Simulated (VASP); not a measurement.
Level of theory: PBEsol GGA, VASP's PBE PAW potentials (set 64) (plane waves; VASP).

Input for VASP

**INCAR**
```
ENCUT = 480   ! plane-wave cut-off (eV)
ISMEAR = 1   ! Methfessel-Paxton
SIGMA = 0.1   ! width (eV)
GGA = PS   ! PBEsol
LREAL = .False.   ! projection in real space or not
ISIF = 2
NELM = 100   ! most electronic steps
EDIFF = 1E-7   ! SCF stop (eV)
PREC = Accurate
LMAXMIX = 6   ! l cut-off of mixed one-centre charges
ALGO = Normal
SYSTEM = GdGa2
LCHARG = .False.
LASPH = .True.   ! aspherical one-centre terms
LWAVE = .False.
```

### KPOINTS
```
Automatic mesh
0
Gamma
8 8 8
0 0 0
```

### POSCAR
```
GdGa2
1
    4.1759529734     0.0000000000     0.0000000000
   -2.0879764867     3.6164813559     0.0000000000
    0.0000000000     0.0000000000     4.0489275829
Gd Ga
1 2
Direct
  0.0000000000   0.0000000000   0.0000000000
  0.6546936851   0.3333330000   0.5000000000
  0.3333330000   0.6666670000   0.5000000000
```

POTCAR, in this order: Gd_3 Ga_d (PBE.64 set). Program: vasp_std.

The 4f electrons are frozen in the core of the lanthanide potential, so 4f levels, which can set the real gap, and their magnetism are missing.

Q: What does the run give for the energy per atom (σ→0), largest force, band gap (on the k-mesh)?

A: 
```yaml
energy per atom (σ→0): -4.627 eV/atom
band gap (on the k-mesh): none (metal, semimetal or under 0.01 eV)
largest_force: 0.01077 Ha/bohr
```

### OSZICAR
```
...
DAV:   7    -0.138880160977E+02    0.25183E-01   -0.24618E-01  9800   0.504E+00    0.925E-01
DAV:   8    -0.138830342330E+02    0.49819E-02   -0.27242E-02  8285   0.199E+00    0.347E-01
DAV:   9    -0.138822953149E+02    0.73892E-03   -0.70918E-03  8871   0.570E-01    0.224E-01
DAV:  10    -0.138822902187E+02    0.50962E-05   -0.53382E-04  8295   0.363E-01    0.812E-02
DAV:  11    -0.138822896802E+02    0.53854E-06   -0.23551E-05 10477   0.161E-01    0.367E-02
DAV:  12    -0.138822888026E+02    0.87758E-06   -0.11585E-05  9608   0.238E-02    0.751E-03
DAV:  13    -0.138822887741E+02    0.28435E-07   -0.61931E-07  8137   0.723E-03
   1 F= -.13882289E+02 E0= -.13882082E+02  d E =-.621381E-03
```

The structure comes from a computed database's GdGa2 entry (P6/mmm); how it stands against other phases isn't given here. This cell was strained or had an atom moved on purpose. The electron count is odd and the run is not spin-polarised, which forces a metal.
